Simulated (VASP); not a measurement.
# How a change of volume changes CoSi2 (Fm-3m)

Wanted: the elastic response of CoSi2 to a change of volume, with a fit that predicts a row left out.

Method: PBEsol, no spin polarisation; plane waves and PAW (Co, Si); cell typed or built by script, in the first sound run; inputs show where later runs differ, in VASP 6.6.1.

Most raw output is cut from this account.

**1. The starting structure**

It takes space group Fm-3m (No. 225, cubic). The conventional cell has a = 5.365 Å, b = 5.365 Å, c = 5.365 Å, α = 90.00°, β = 90.00°, γ = 90.00°. Nearest to Co lie 8 Si at 2.32 Å. Nearest to Si lie 4 Co at 2.32 Å. Farther neighbours are not listed.

Coordinates:

```
Co Si
1.0
     0.00000    2.68250    2.68250
     2.68250    0.00000    2.68250
     2.68250    2.68250    0.00000
Co Si
1 2
Direct
  0.00000 0.00000 0.00000
  0.25000 0.25000 0.25000
  0.75000 0.75000 0.75000
```

**2. Relax the crystal, PBEsol**

The series starts from the cell that this level prefers, so that zero strain is near zero stress.

This step took 2 runs in a row; the last is shown.

Level: PBEsol, no spin polarisation; plane waves and PAW (Co, Si); cell typed or built by script.

INCAR reads:

```
SYSTEM = CoSi2
PREC = Accurate
ENCUT = 450
EDIFF = 1E-07
NELM = 120
ISMEAR = 1
SIGMA = 0.15
LREAL = .FALSE.
ALGO = Normal
GGA = PS
NBANDS = 14
LASPH = .TRUE.
LORBIT = 11
LWAVE = .FALSE.
LCHARG = .FALSE.
KPAR = 8
IBRION = 2
NSW = 40
ISIF = 3
EDIFFG = -0.005
POTIM = 0.4
```

POSCAR reads:

```
CoSi2
1.0
    0.0000000000      2.6565168648      2.6565168648
    2.6565168648      0.0000000000      2.6565168648
    2.6565168648      2.6565168648      0.0000000000
Co Si
1 2
Direct
    0.0000000000      0.0000000000      0.0000000000
    0.2500000000      0.2500000000      0.2500000000
    0.7500000000      0.7500000000      0.7500000000
```

KPOINTS reads:

```
Automatic mesh
0
Gamma
16 16 16
0 0 0
```

Potentials, in the order of the species: Co and Si (PBE family, release 64).

Command:

```sh
mpirun -np 8 vasp_std
```

Wall time 15 s (8 MPI ranks of Intel Xeon Platinum 8488C (Sapphire Rapids), shared host); peak memory 1.8 GiB.

Numbers from this step:

```
energy(sigma→0) of the program : -20.9821 eV
stress, compression positive   : xx, yy, zz 0.02, 0.02, 0.02 GPa
volume                         : 37.486 Å³
ionic steps                    : 3
```

**3. Relax at fixed volume, PBEsol**

One member in full: the volume is scaled by 1.03, and shape and atoms relax at that volume.

Level: PBEsol, no spin polarisation; plane waves and PAW (Co, Si); cell typed or built by script.

Edit INCAR of step 2 so:

```diff
@@ -15,7 +15,7 @@
 LCHARG = .FALSE.
-KPAR = 8
+KPAR = 2
 IBRION = 2
 NSW = 40
-ISIF = 3
-EDIFFG = -0.005
+ISIF = 4
+EDIFFG = -0.004
 POTIM = 0.4
```

POSCAR reads:

```
CoSi2
1.0
    0.0000000000      2.6826178116      2.6826178116
    2.6826178116      0.0000000000      2.6826178116
    2.6826178116      2.6826178116      0.0000000000
Co Si
1 2
Direct
    0.0000000000      0.0000000000      0.0000000000
    0.2500000000      0.2500000000      0.2500000000
    0.7500000000      0.7500000000      0.7500000000
```

KPOINTS is that of step 2.

Command:

```sh
mpirun -np 2 vasp_std
```

Elapsed: 24 s, on 2 MPI ranks; peak memory 0.38 GiB; 47 s of CPU time.

Read from the output:

- energy(sigma→0) of the program: -20.9632 eV
- stress, compression positive: xx, yy, zz -5.38, -5.38, -5.38 GPa
- ionic steps: 1

**4. The whole series**

The other members went through these steps as far as the tables show, with the same cutoff and, step by step, the same mesh; 9 runs are not shown. The session took 0.19 core hours (wall time by ranks) on a shared machine.

| volume over the relaxed volume | volume (Å³/atom) | pressure (GPa) | energy above the unstrained row, extrapolated to no smearing (meV/atom) |
| --- | --- | --- | --- |
| 0.940 | 11.746 | 13.856 | 30.986 |
| 0.955 | 11.933 | 9.890 | 17.007 |
| 0.970 | 12.120 | 6.307 | 7.409 |
| 0.985 | 12.308 | ? | ? |
| 1 | 12.495 | -0.051 | 0.000 |
| 1.015 | 12.683 | -2.799 | 1.574 |
| 1.030 | 12.870 | -5.383 | 6.298 |
| 1.045 | 13.058 | -7.761 | 13.917 |
| 1.060 | 13.245 | -9.922 | 24.207 |

**5. A fit to the known rows**

A least-squares cubic through the 8 rows shown, with u the logarithm of the volume ratio: pressure = − 791.5 u³ + 452.2 u² − 193.4 u − 0.03780 (GPa), r.m.s. residual 0.013 GPa.

At u = -0.01511 this predicts 2.992 GPa.

**6. Checking the prediction**

The calculation gives 3.000 GPa, so the prediction is 0.008 GPa too low, within twice the residual of the fit.

A cubic of the pressure in ln(V/V₀) through all rows has the slope −B at V₀: B = 193 GPa, and its curvature gives B′ = 4.7.

**7. Results**

```yaml
error_of_the_predicted_pressure: -0.008 GPa
bulk_modulus: 193 GPa
```

The slope of the energy gives 0.08 GPa at the relaxed volume where the pressure column has -0.05 GPa, a mark of the finite basis or of the smearing. These are static values: temperature and zero-point motion are left out. In a metal the slopes also depend on mesh and smearing, which were held through the series.

[Lines on the potential files, build, host, timing and source positions are cut from VASP's logs without a mark.]

[Logs are printed without paths, hosts, clocks, repeated set-up lines and the standing remarks that a program may print on its own settings, such as how far it seeks lower states.]

[Hosts, paths, dates, database ids (printed as entryN), source tags and the programs' standing remarks are cut or masked in the printed files.]

[In band tables of VASP the shares of atoms and orbitals are scaled to a sum of 1 inside the atoms' spheres.]
